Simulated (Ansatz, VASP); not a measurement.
# NbSi: VASP beside Ansatz

Aim: how closely do two programs agree when they are given the same cell, functional and k mesh? The cell is invented: As first built, before any earlier steps moved the atoms (in the runner's words): it takes the TaC structure with all of its atoms replaced by other elements, volume scaled by an estimate. It may not be a known or stable phase. The cell is taken from a series of VASP runs on this material, whose earlier steps may have relaxed, scaled or displaced it; both programs get it as it stands.

Calculated with Ansatz 0.2.0; plane waves, with VASP 6.6.1 beside it; band structure at PBE, band structure at LDA and band structure at PBE, spin-orbit coupling.

## Step 1: The structure

Symmetry: Fm-3m, No. 225, cubic system. The conventional cell has a = 5.142 Å, b = 5.142 Å, c = 5.142 Å, α = 90.00°, β = 90.00°, γ = 90.00°. Nearest to Nb lie 6 Si at 2.57 Å. Nearest to Si lie 6 Nb at 2.57 Å. As first built, before any earlier steps moved the atoms (in the runner's words): sites of the TaC structure (space group 225) filled with other elements, volume scaled by an estimate. Farther neighbours are not listed.

Structure file:

```cif
data_structure
_symmetry_space_group_name_H-M 'P 1'
_symmetry_Int_Tables_number 1
_cell_length_a 3.6363
_cell_length_b 3.6363
_cell_length_c 3.6363
_cell_angle_alpha 60.000
_cell_angle_beta 60.000
_cell_angle_gamma 60.000
_cell_volume 34.00
loop_
_atom_site_label
_atom_site_type_symbol
_atom_site_fract_x
_atom_site_fract_y
_atom_site_fract_z
_atom_site_occupancy
Nb1 Nb 0.00000 0.00000 0.00000 1
Si2 Si 0.50000 0.50000 0.50000 1
```

## Step 2: VASP: band structure, PBE

A single point gives forces, pressure and levels at one fixed geometry, so differences don't come from the geometry; what else differs is listed under the comparison.

Lines of VASP's logs that name or quote its potential files are left out, and so is its time.

Contents of INCAR:

```
SYSTEM = NbSi
PREC = Accurate
ENCUT = 400
EDIFF = 1E-06
NELM = 100
ISMEAR = 0
SIGMA = 0.02
LREAL = .FALSE.
ALGO = Normal
GGA = PE
LORBIT = 11
LWAVE = .FALSE.
LCHARG = .FALSE.
KPAR = 4
```

Contents of POSCAR:

```
NbSi
1.0
    0.0000000000      2.5712175395      2.5712175395
    2.5712175395      0.0000000000      2.5712175395
    2.5712175395      2.5712175395      0.0000000000
Nb Si
1 1
Direct
    0.0000000000      0.0000000000      0.0000000000
    0.5000000000      0.5000000000      0.5000000000
```

Contents of KPOINTS:

```
Automatic mesh
0
Gamma
5 5 5
0 0 0
```

Contents of KPOINTS_OPT:

```
Line mode
16
Line-mode
Reciprocal
  0.00000000   0.00000000   0.00000000 GAMMA
  0.50000000   0.00000000   0.50000000 X

  0.50000000   0.00000000   0.50000000 X
  0.50000000   0.25000000   0.75000000 W

  0.50000000   0.25000000   0.75000000 W
  0.37500000   0.37500000   0.75000000 K

  0.37500000   0.37500000   0.75000000 K
  0.00000000   0.00000000   0.00000000 GAMMA

  0.00000000   0.00000000   0.00000000 GAMMA
  0.50000000   0.50000000   0.50000000 L

  0.50000000   0.50000000   0.50000000 L
  0.62500000   0.25000000   0.62500000 U

  0.62500000   0.25000000   0.62500000 U
  0.50000000   0.25000000   0.75000000 W

  0.50000000   0.25000000   0.75000000 W
  0.50000000   0.50000000   0.50000000 L

  0.50000000   0.50000000   0.50000000 L
  0.37500000   0.37500000   0.75000000 K

  0.62500000   0.25000000   0.62500000 U
  0.50000000   0.00000000   0.50000000 X
```

The projector-augmented-wave data sets are Nb_sv and Si (PBE family, release 64).

The run is started by

```bash
$ mpirun -np 4 vasp_std
```

Numbers of over 12 decimals in the logs are rounded to 6 here.

What it wrote:

```text
[banner, memory and clock lines left out]
running    4 mpi-ranks, on    1 nodes
 distrk:  each k-point on    1 cores,    4 groups
 distr:  one band on    1 cores,    1 groups

 POSCAR found type information on POSCAR NbSi
 POSCAR found :  2 types and       2 ions
 LDA part: xc-table for (Slater+PW92), standard interpolation
 POSCAR, INCAR and KPOINTS ok, starting setup
 FFT: planning ... GRIDC
 FFT: planning ... GRID_SOFT
 FFT: planning ... GRID
 WAVECAR not read
 entering main loop
       N       E                     dE             d eps       ncg     rms          rms(c)
DAV:   1     0.996012192526E+02    0.99601E+02   -0.79144E+03   240   0.111E+03
DAV:   2    -0.116753141433E+02   -0.11128E+03   -0.10754E+03   280   0.378E+02
DAV:   3    -0.170419979298E+02   -0.53667E+01   -0.52296E+01   376   0.642E+01
DAV:   4    -0.173808030764E+02   -0.33881E+00   -0.33711E+00   352   0.154E+01
DAV:   5    -0.173908734962E+02   -0.10070E-01   -0.99872E-02   356   0.264E+00    0.888E+00
DAV:   6    -0.160715975783E+02    0.13193E+01   -0.56802E+00   372   0.205E+01    0.276E+00
DAV:   7    -0.160717240412E+02   -0.12646E-03   -0.10592E-01   304   0.338E+00    0.169E+00
DAV:   8    -0.160718128055E+02   -0.88764E-04   -0.17589E-02   420   0.117E+00    0.319E-01
DAV:   9    -0.160718715916E+02   -0.58786E-04   -0.21151E-03   376   0.406E-01    0.106E-01
DAV:  10    -0.160718474489E+02    0.24143E-04   -0.12980E-03   364   0.333E-01    0.521E-02
DAV:  11    -0.160717869545E+02    0.60494E-04   -0.19047E-04   384   0.136E-01    0.738E-03
DAV:  12    -0.160717865253E+02    0.42914E-06   -0.30002E-06   288   0.152E-02
   1 F= -.16071787E+02 E0= -.16071307E+02  d E =-.959113E-03
 Start KPOINTS_OPT (optional k-point list driver)
k-point batch [1-10\160]
       N       E                     dE             ncg
DAV:   1    -0.345892246357E+03   -0.19618E+04      240
DAV:   2    -0.154367905593E+04   -0.11978E+04      304
DAV:   3    -0.159777274241E+04   -0.54094E+02      388
DAV:   4    -0.160004038130E+04   -0.22676E+01      348
DAV:   5    -0.160010254175E+04   -0.62160E-01      376
DAV:   6    -0.160010594560E+04   -0.34039E-02      356
DAV:   7    -0.160010604561E+04   -0.10001E-03      340
DAV:   8    -0.160010605201E+04   -0.64041E-05      232
DAV:   9    -0.160010605261E+04   -0.59459E-06      236
[...]
k-point batch [151-160\160]
       N       E                     dE             ncg
DAV:   1    -0.509784277968E+03   -0.62280E+04      248
DAV:   2    -0.156412705404E+04   -0.10543E+04      308
DAV:   3    -0.160366340530E+04   -0.39536E+02      356
DAV:   4    -0.160610655023E+04   -0.24431E+01      372
DAV:   5    -0.160618817871E+04   -0.81628E-01      356
DAV:   6    -0.160619163325E+04   -0.34545E-02      376
DAV:   7    -0.160619171587E+04   -0.82616E-04      332
DAV:   8    -0.160619172261E+04   -0.67395E-05      296
DAV:   9    -0.160619172303E+04   -0.42811E-06      204
```

From OUTCAR (step 2):

```text
ion  position               nearest neighbor table
   1  0.000  0.000  0.000-   2 2.57   2 2.57   2 2.57   2 2.57   2 2.57   2 2.57
   2  0.500  0.500  0.500-   1 2.57   1 2.57   1 2.57   1 2.57   1 2.57   1 2.57

  LATTYP: Found a face centered cubic cell.
 ALAT       =     5.1424350790

 Subroutine GETGRP returns: Found 48 space group operations
 (whereof 48 operations were pure point group operations)

The static configuration has the point symmetry O_h .

 Found     10 irreducible k-points:

   k-points           NKPTS =     10   k-points in BZ     NKDIM =     10   number of bands    NBANDS=     12

   dimension x,y,z NGX =    24 NGY =   24 NGZ =   24
   dimension x,y,z NGXF=    48 NGYF=   48 NGZF=   48

   ENCUT  =  400.0 eV  29.40 Ry    5.42 a.u.   5.93  5.93  5.93*2*pi/ulx,y,z

   NELECT =      17.0000    total number of electrons

 k-points in reciprocal lattice and weights: Automatic mesh
   0.00000000  0.00000000  0.00000000       0.008
   0.20000000  0.00000000  0.00000000       0.064
   0.40000000  0.00000000  0.00000000       0.064
   0.20000000  0.20000000  0.00000000       0.048
   0.40000000  0.20000000  0.00000000       0.192
  -0.40000000  0.20000000  0.00000000       0.192
  -0.20000000  0.20000000  0.00000000       0.096
   0.40000000  0.40000000  0.00000000       0.048
  -0.40000000  0.40000000  0.00000000       0.096
  -0.40000000  0.40000000  0.20000000       0.192

 average (electrostatic) potential at core
       1 -78.7973       2 -78.7173

 E-fermi :  10.0724

 k-point     1 :       0.0000    0.0000    0.0000
  band No.  band energies     occupation
    ...
      6       9.0455      2.00000
      7       9.0455      2.00000
      8       9.0455      2.00000
      9       9.5871      2.00000
     10       9.5871      2.00000
     11      12.7355      0.00000
     12      12.7355      0.00000

 k-point     2 :       0.2000    0.0000    0.0000
  band No.  band energies     occupation
    ...
      6       7.7682      2.00000
      7       8.2913      2.00000
      8       8.2913      2.00000
      9       9.7903      2.00000
     10       9.7903      2.00000
     11      12.2288      0.00000
     12      14.7886      0.00000

 k-point     3 :       0.4000    0.0000    0.0000
  band No.  band energies     occupation
    ...
      4     -21.0281      2.00000
      5       2.2905      2.00000
      6       5.2429      2.00000
      7       7.2420      2.00000
      8       7.2420      2.00000
      9      11.2314      0.00000
     10      11.2314      0.00000
     11      12.4905      0.00000
     12      15.4905      0.00000

  Total        0.0536448      0.0536448      0.0536448      0.0000000      0.0000000      0.0000000
  in kB        2.5280843      2.5280843      2.5280843      0.0000000      0.0000000      0.0000000
  external PRESSURE =       2.5280843 kB  Pullay stress =       0.0000000 kB

  energy-cutoff  :      400.00
  volume of cell :       34.00
      direct lattice vectors                 reciprocal lattice vectors
     0.000000000  2.571217540  2.571217540    -0.194460403  0.194460403  0.194460403
     2.571217540  0.000000000  2.571217540     0.194460403 -0.194460403  0.194460403
     2.571217540  2.571217540  0.000000000     0.194460403  0.194460403 -0.194460403

 POSITION                                       TOTAL-FORCE (eV/Angst)
 -----------------------------------------------------------------------------------
      0.00000      0.00000      0.00000         0.000000      0.000000     -0.000000
      2.57122      2.57122      2.57122         0.000000     -0.000000      0.000000
 -----------------------------------------------------------------------------------
    total drift:                                0.000000     -0.000000     -0.000000

  FREE ENERGIE OF THE ION-ELECTRON SYSTEM (eV)
  ---------------------------------------------------
  free  energy   TOTEN  =       -16.0717865253 eV

  energy  without entropy=      -16.0708274127  energy(sigma->0) =      -16.07130697

 total charge
# of ion       s       p       d       tot
------------------------------------------
    1        2.138   6.002   2.557  10.697
    2        0.791   0.966   0.000   1.757
--------------------------------------------------
tot          2.929   6.968   2.557  12.454

[... 3 further parts left out ...]
```

The run ends at a pressure of 0.25 GPa.

## Step 3: Ansatz: band structure, PBE

Ansatz runs on its default PAW (the set named soft_2) files.

The same cell, functional, mesh and smearing now go to Ansatz, which takes its cutoff from its data sets.

Contents of input.yaml:

```yaml
crystal:
  lattice:
    - [0.0, 2.5712175395, 2.5712175395]
    - [2.5712175395, 0.0, 2.5712175395]
    - [2.5712175395, 2.5712175395, 0.0]
  atoms:
    - { symbol: Nb, position: [0.0, 0.0, 0.0] }
    - { symbol: Si, position: [0.5, 0.5, 0.5] }
hamiltonian:
  xc: pbe
  pseudopotentials: { kind: paw }
kpoints:
  mp_grid: { grid: [5, 5, 5] }
  band_path:
    path:
      - [0.0, 0.0, 0.0]
      - [0.16667, 0.0, 0.16667]
      - [0.33333, 0.0, 0.33333]
      - [0.5, 0.0, 0.5]
      - [0.5, 0.08333, 0.58333]
      - [0.5, 0.18333, 0.68333]
      - [0.5, 0.25, 0.75]
      - [0.45, 0.3, 0.75]
      - [0.40833, 0.34167, 0.75]
      - [0.35, 0.35, 0.7]
      - [0.225, 0.225, 0.45]
      - [0.075, 0.075, 0.15]
      - [0.03333, 0.03333, 0.03333]
      - [0.23333, 0.23333, 0.23333]
      - [0.4, 0.4, 0.4]
      - [0.51667, 0.46667, 0.51667]
      - [0.55833, 0.38333, 0.55833]
      - [0.60833, 0.28333, 0.60833]
      - [0.60833, 0.25, 0.64167]
      - [0.55833, 0.25, 0.69167]
      - [0.51667, 0.25, 0.73333]
      - [0.5, 0.3, 0.7]
      - [0.5, 0.38333, 0.61667]
      - [0.5, 0.48333, 0.51667]
      - [0.475, 0.475, 0.55]
      - [0.425, 0.425, 0.65]
      - [0.38333, 0.38333, 0.73333]
      - [0.59167, 0.18333, 0.59167]
      - [0.55, 0.1, 0.55]
      - [0.5, 0.0, 0.5]
    npoints: 1
scf:
  occupations: { method: gaussian, width: 0.02 }
  n_extra_bands: 7
output:
  forces: true
  stress: true
  eigenvalues: true
  write_density: true
  write_potential: true
  elf: true
  volumetric_format: npy
```

The run is started by

```bash
$ ansatz run input.yaml --threads 2 --pin off --max-ram 4608MiB --backend cpu --events-out ev --progress --plain --runs-dir out
```

What it wrote:

```text
scf.n_extra_bands = 7 over 9 filled bands (N_el = 17.0): the run solves 16 bands
Engine: ansatz 0.2.0, aarch64-unknown-linux-gnu
Pseudopotentials: kind: paw
Pseudopotential: Nb, paw, valence charge 13, recommended cutoff 420 eV (normal), Nb.paw.azcp
Pseudopotential: Si, paw, valence charge 4, recommended cutoff 420 eV (normal), Si.paw.azcp
Functional definition: PBE
  parameter kappa = 0.804
  parameter beta = 0.066725
  exchange = pbe_x(kappa = kappa, mu = beta*pi^2/3)
  correlation = pbe_c(beta = beta)
Crystal: 2 atoms, lattice volume = 33.997 Å³
Basis set: ecut = 420 eV, 645 PW (Γ), exchange–correlation on 50×50×50 points (8 copies of the dense FFT grid, shifted against one another)
Bands: 16, of which v1, the nominal top of the filled ones, is band 9 counted from 1 (8 counted from 0)
Symmetry: 48 space group operations
Space group: Fm-3m (ITA 225), of the structure as read, at distance tolerance 3.2e-5 Å
k-points: 10 of 125
Non-local potential: Nb, projectors of the file, l = 0: 3, l = 1: 2, l = 2: 2, l = 3: 1
Non-local potential: Si, projectors of the file, l = 0: 2, l = 1: 2, l = 2: 2
PAW form: soft (Blöchl's): semilocal exchange-correlation on the pseudo side does not see the compensation charge
PAW one-centre angular grid: Nb, 590 points (default); XC on 64 Gauss nodes
PAW one-centre angular grid: Si, 110 points (default); XC on 64 Gauss nodes
Initial density: superposition of atomic densities (neutral atoms: chi_scale 0, normalization atom), corrected by the library's trained network
Initial wavefunctions: pseudopotential atomic-orbital guess
Functional: x = pbe(κ = 0.804, μ = 0.219515), c = pbe(β = 0.066725)
SCF iter   1: F=—  HF=-5188.532026 eV  |F-HF|=—  |Δ(HF+E_count)|=         —  Δρ=6.32e-3  dr2=2.22e-2  ethr=1.77e-3  ⟨swp⟩=5.9  Hψ=909  notcnv=0
preconditioner: auto → none  [insulator: Δε(μ)=0.071 eV  Ē_g=9.474 eV  σ=0.020 eV  W_gap=0.79  n_scr=8 (ndim 8)  ℏωp=19.1 eV  f_vac=0.000  D(μ)=3.90/eV (n_scr^D=58)  ε∞_Penn≈5.1]
SCF iter   2: F=—  HF=-5188.527181 eV  |F-HF|=—  |Δ(HF+E_count)|=   4.84e-3  Δρ=3.10e-3  dr2=4.89e-3  ethr=1.31e-4  ⟨swp⟩=2.0  Hψ=267  notcnv=0  defer=22
SCF iter   3: F=—  HF=-5188.526190 eV  |F-HF|=—  |Δ(HF+E_count)|=   9.91e-4  Δρ=5.06e-4  dr2=1.26e-4  ethr=2.87e-5  ⟨swp⟩=2.0  Hψ=224  notcnv=0  defer=22
SCF iter   4: F=—  HF=-5188.526171 eV  |F-HF|=—  |Δ(HF+E_count)|=   1.86e-5  Δρ=1.49e-4  dr2=1.14e-5  ethr=7.42e-7  ⟨swp⟩=2.3  Hψ=196  notcnv=0  defer=22
SCF iter   5: F=—  HF=-5188.526180 eV  |F-HF|=—  |Δ(HF+E_count)|=   8.90e-6  Δρ=5.16e-5  dr2=1.45e-6  ethr=6.73e-8  ⟨swp⟩=1.2  Hψ=147  notcnv=0  defer=22
SCF iter   6: F=-5188.526180 eV  HF=-5188.526180 eV  |F-HF|=1.22e-8  |Δ(HF+E_count)|=   2.22e-7  Δρ=5.88e-6  dr2=1.69e-8  ethr=5.88e-10  ⟨swp⟩=10.3  Hψ=993  notcnv=0
SCF 1 converged in 6 iterations: F = -5188.526180 eV  dr2 = 1.69e-8
  greatest PAW one-centre occupation: 0.998 electrons in one spin orbital (limit 2), on the Nb atom at site 0 (counted from 0), in its partial waves of l = 0
NSCF: frozen V_eff on 30 k-points
SCF converged after 6 iterations
Free energy (F): -5188.526180 eV
Harris-Foulkes:  -5188.526180 eV  (|F-HF|=1.22e-8)
Internal energy: -5188.525221 eV  (E = F + TS)
E sigma→0 (E₀):  -5188.525701 eV
Entropy (-TS):   -0.000958 eV (-0.479 meV/atom)
Fermi energy:    13.784768 eV
--- Per-component energies (eV) ---
  E_band       = -96.753728
  E_kinetic    = 435.553312
  E_local      = -905.110773  (includes V_loc(G=0)·N_el)
  E_nonlocal   = 146.528952
  E_hartree    = 298.263761
  E_xc         = -231.378666
  E_vxc        = -260.566385  (∫ρ·V_xc dr)
  E_paw        = -3586.160097  (= ΣΔE_a)
  E_vpaw       = -109.690095  (= ΣTr[D̂ρ^β])
  E_aug_tail   = 0.000016  (compensation charges beyond the density's cutoff)
  E_ewald      = -1346.221725
  E_smearing   = -0.000958  (= −TS)
  E_closure    = -0.000000  (closes the sum)
  Σ components = -5188.526180   (vs F -5188.526180, Δ=0.00e0)
--- Forces (eV/Å), atoms counted from 1 ---
  atom   1  Nb    -0.00000000     0.00000000     0.00000000
  atom   2  Si     0.00000000    -0.00000000     0.00000000
  max |Σ_I F_I| component: 3.94e-31 eV/Å
--- Stress (GPa, compression-positive) ---
        0.770676       0.000000       0.000000
        0.000000       0.770676      -0.000000
        0.000000      -0.000000       0.770676
  P = ⅓ Tr σ = 0.7707 GPa (7.707 kbar)
--- Band table (eV; the first three rows and the last of 10) ---
  k-point 0: bands = [... 5 lower, 12.7579, 12.7579, 12.7579, 13.2980, 13.2980, 16.4468, 16.4468, 16.4468, ... 3 higher]
  k-point 1: bands = [... 5 lower, 11.4808, 12.0019, 12.0019, 13.5021, 13.5021, 15.9401, 18.4994, 18.4994, ... 3 higher]
  k-point 2: bands = [... 5 lower, 8.9555, 10.9516, 10.9516, 14.9428, 14.9428, 16.2021, 19.2020, 21.0968, ... 3 higher]
  k-point 9: bands = [... 5 lower, 9.8258, 10.5855, 11.3819, 14.7580, 15.5459, 16.2567, 16.6235, 18.6501, ... 3 higher]
```

The job ended after 1.2 s (2 threads of Arm Neoverse N1, shared host; peak memory 0.27 GiB).

In the SCF lines HF is the Harris–Foulkes energy and dr2 the Hartree energy of the density residual, in eV; the loop may stop once dr2 is under the threshold and the program's other checks hold. Hψ counts applications of the Hamiltonian.

## Step 4: Side by side

Known differences besides the potentials themselves: the cutoff is 420 eV in Ansatz and 400 eV in VASP; VASP leaves aspherical gradient terms in its spheres out (LASPH is not set), Ansatz keeps them. Total energies have different zeros and are not compared.

Compared:

```
      quantity  Ansatz  VASP  difference
pressure (GPa)    0.77  0.25       +0.52
```

Levels from 3 eV below to 2 eV above the Fermi level differ by 1 meV r.m.s. and 2 meV at most; each VASP level is matched to the nearest of Ansatz, which flatters the figure a little.

## Step 5: Ansatz: band structure, LDA

With cell and atoms fixed, the geometry can't cause a difference; cores, projectors, grids and the points listed under the comparison can.

The cell is taken from a series of VASP runs on this material, whose earlier steps may have relaxed, scaled or displaced it; both programs get it as it stands.

Edit input.yaml of step 3 so:

```diff
@@ -9,3 +9,3 @@
 hamiltonian:
-  xc: pbe
+  xc: lda
   pseudopotentials: { kind: paw }
```

What it wrote:

```text
[...]
Crystal: 2 atoms, lattice volume = 33.997 Å³
Basis set: ecut = 420 eV, 645 PW (Γ)
Bands: 16, of which v1, the nominal top of the filled ones, is band 9 counted from 1 (8 counted from 0)
Symmetry: 48 space group operations
[...]
k-points: 10 of 125
[...]
k-point 0: bands = [... 5 lower, 12.4855, 12.4855, 12.4855, 13.0654, 13.0654, 16.1936, 16.1936, 16.1936, ... 3 higher]
  k-point 1: bands = [... 5 lower, 11.2274, 11.7613, 11.7613, 13.2372, 13.2372, 15.6657, 18.2424, 18.2424, ... 3 higher]
  k-point 2: bands = [... 5 lower, 8.7185, 10.7157, 10.7157, 14.6671, 14.6671, 15.9118, 18.9647, 20.8503, ... 3 higher]
  k-point 9: bands = [... 5 lower, 9.5988, 10.3542, 11.1536, 14.4885, 15.2611, 16.0040, 16.3475, 18.4056, ... 3 higher]
[key lines of the parts left out:]
SCF converged after 6 iterations
Free energy (F): -5051.711023 eV
Fermi energy:    13.514139 eV
P = ⅓ Tr σ = -6.5892 GPa (-65.892 kbar)
```

Run time: 1.3 s. Hardware: 2 threads; peak memory 0.26 GiB; 1.8 s of CPU time.

[end of part 1 of 2]

[Lines on the potential files, build, host, timing and source positions are cut from VASP's logs without a mark.]

[Logs are printed without paths, hosts, clocks, repeated set-up lines and the standing remarks that a program may print on its own settings, such as how far it seeks lower states.]

[Hosts, paths, dates, database ids (printed as entryN), source tags and the programs' standing remarks are cut or masked in the printed files.]
